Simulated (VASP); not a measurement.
Data:

```
AlN
1.0
    0.00000     2.26657     2.26657
    2.26657     0.00000     2.26657
    2.26657     2.26657     0.00000
Al N
1 1
Direct
  0.00000   0.00000   0.00000
  0.25000   0.25000   0.25000
```

Calculation: PBE GGA, VASP's PBE PAW potentials (set 64) (plane waves; VASP). Run with 600 eV cut-off, 10×10×10 Γ-centred mesh, Gaussian smearing of 0.050 eV, potentials Al N.

Q: Give the stress tensor in GPa (positive for a compressed cell).

A: 
```
-14.53    0.00    0.00
  0.00  -14.53    0.00
  0.00    0.00  -14.53
```
The pressure is its mean diagonal, -14.53 GPa.

The compound is AlN in the zinc blende structure, a metastable form; wurtzite is the usual one. This cell was strained or had an atom moved on purpose.
